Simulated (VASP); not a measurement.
Write the native input for VASP 6.6.1 that does the following.

```yaml
Task: single point
Functional: PBE
Potentials_or_basis: VASP PAW PBE potentials, release 64 (Pb_d, Ca_sv, Zn, P)
Cutoff: 520 eV
k_mesh: 4 × 4 × 1
Occupations: gaussian, width 0.1 eV
Spin: no spin polarisation
Dipole_correction: no
Further_INCAR_settings: ALGO = Fast; EDIFF = 1e-06; NBANDS = 62
```

The structure of Ca3Zn2P4Pb2 lies in POSCAR:

```
Ca3Zn2P4Pb2
1.0
    4.2452150000     -0.0566900000      0.0133610000
   -2.1717020000      3.7610990000     -0.0322540000
    0.0483690000     -0.1069060000     15.3641600000
Pb Ca Zn P
2 3 2 4
Direct
    0.2882636881      0.6254138336      0.1375290030
    0.7105896960      0.3165395707      0.8701974907
    0.9473766016      0.9657539012      0.9950447358
    0.0485693896      0.0394242594      0.2796675936
    1.0117474116      0.9510140913      0.7109908418
    0.3863002557      0.7051512607      0.5654812623
    0.6300880199      0.3117977635      0.4196636926
    0.3385613853      0.7027247183      0.8774174549
    0.6626573312      0.3436570611      0.1360558306
    0.2702733555      0.5823435316      0.4116502162
    0.7242337193      0.3735394248      0.6113309581
```

The cell was built by a generator and needn't be a form met in nature.

The input as run:

INCAR

```
PREC     = Accurate       # precision mode
ENCUT    = 520            # plane-wave cutoff, eV
EDIFF    = 1E-6           # SCF threshold, eV
ISMEAR   = 0              # smearing method
SIGMA    = 0.1            # smearing width, eV
LREAL    = F              # projectors in reciprocal space
LASPH    = T              # aspherical terms in the spheres
NELM     = 100            # most SCF steps
ALGO     = Fast           # electronic algorithm
ISIF     = 2              # what is computed and relaxed
LWAVE    = F              # write WAVECAR
LCHARG   = F              # write CHGCAR
GGA      = PE             # functional
NBANDS   = 62             # bands
```

KPOINTS

```
regular mesh
0
Gamma
  4 4 1
```

Potentials or basis: VASP PAW PBE potentials, release 64 (Pb_d, Ca_sv, Zn, P).

The run is started by

```sh
$ cat potpaw_PBE.64/Pb_d/POTCAR potpaw_PBE.64/Ca_sv/POTCAR potpaw_PBE.64/Zn/POTCAR potpaw_PBE.64/P/POTCAR > POTCAR
$ mpirun -np 1 vasp_std > vasp.out
```

Results of the run:

```json
{"Pressure": "9.8 GPa", "Largest force": "3.820 eV/Å", "Band gap on the k mesh": "none (metal or under the smearing width)"}
```

Caveat: the k mesh is coarse (spacing up to 0.43 Å⁻¹), so the values aren't converged; forces of over 1 eV/Å show positions far from the minimum, so gaps and moduli don't describe the material at rest.

Run time: 5 min on 1 thread of AMD EPYC 9R45 96-Core Processor (Zen 5), on a shared host, peak memory 0.41 GiB.
